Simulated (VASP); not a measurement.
**Bulk modulus of zinc-blende III-V compounds: measurement against LDA**

Computed values from VASP (plane waves, PAW); cells keep the symmetry of their structure type. Static lattice, from a third-order Birch-Murnaghan fit over five volumes at each level.

Here x stands for LDA B0 and y for measured B0.

```
solid  LDA B0 (GPa)  measured B0 (GPa)  cut-off (eV)  basis of the measured value
-----  ------------  -----------------  ------------  ---------------------------
InSb           46.6               46.1           520    0 K, zero-point corrected
InAs           60.1                  ?           520    0 K, zero-point corrected
InP            71.1               72.0           520    0 K, zero-point corrected
GaAs           74.5               76.7           520    0 K, zero-point corrected
AlAs           75.7               75.0           520    0 K, zero-point corrected
GaP            89.9               89.6           520    0 K, zero-point corrected
BP            175.1              176.5           520    0 K, zero-point corrected
BN            401.9              410.2           520    0 K, zero-point corrected
```

### Question
Using a straight line, estimate the missing y at x = 60.1 from the other rows, showing the fit.

### Answer
With u = x - 134, the rows have u = -87.40, -62.90, -59.50, -58.30, -44.10, 41.10, 267.90. Means: u -0.45714, y 135.16. About the means, the sum of products is 96134 and the sum of squares of u is 93937; the slope is their ratio. Least squares gives y = 135.62 + 1.02338·u. Residuals (row less fit): -0.08, 0.75, 1.97, -0.96, -0.89, -1.18, 0.42; standard error 1.24 (degrees of freedom: 5). The slope is 1.02 with a standard error of 0.0041. Before the fit, LDA less measured has mean -1.61, mean absolute 2.04 and median absolute 0.90 GPa over these 7 rows. At the withheld row, u = -73.90, so y = 135.62 + 1.02338 × (-73.90) = 59.99 GPa. The measured value is 58.6 GPa, 1.39 GPa below the prediction (0.4 % of the range of y in the table). The row lies between fitted rows. From the scatter of the fitted rows alone, a prediction at this place has a standard error of 1.36 GPa, so the miss is 1.0 times that.

Plain LDA misses this row by 1.5 GPa. The rows are a random draw of 8 from the 8 solids that have both values on this basis (zero-point corrected by the source), of 11 computed in this series. Not drawn: V to Ni and open 4f shells, rows kept for tests, unfit runs, cells that left their space group, values derived or compiled from fits, values whose temperature is given only as extrapolated, encyclopaedia, home-page and unnamed sources, sources from 2025 on. Measured values as quoted by these papers, many of them computational: InSb Daniel Mejia-Rodriguez et al., Physical Review B (2018), arXiv:1807.09216; InAs Daniel Mejia-Rodriguez et al., Physical Review B (2018), arXiv:1807.09216; InP Daniel Mejia-Rodriguez et al., Physical Review B (2018), arXiv:1807.09216; GaAs Daniel Mejia-Rodriguez et al., Physical Review B (2018), arXiv:1807.09216; AlAs Daniel Mejia-Rodriguez et al., Physical Review B (2018), arXiv:1807.09216; GaP Daniel Mejia-Rodriguez et al., Physical Review B (2018), arXiv:1807.09216; BP Tamar Goldzak et al., The Journal of Chemical Physics (2022), arXiv:2208.04865; BN Daniel Mejia-Rodriguez et al., Physical Review B (2018), arXiv:1807.09216.
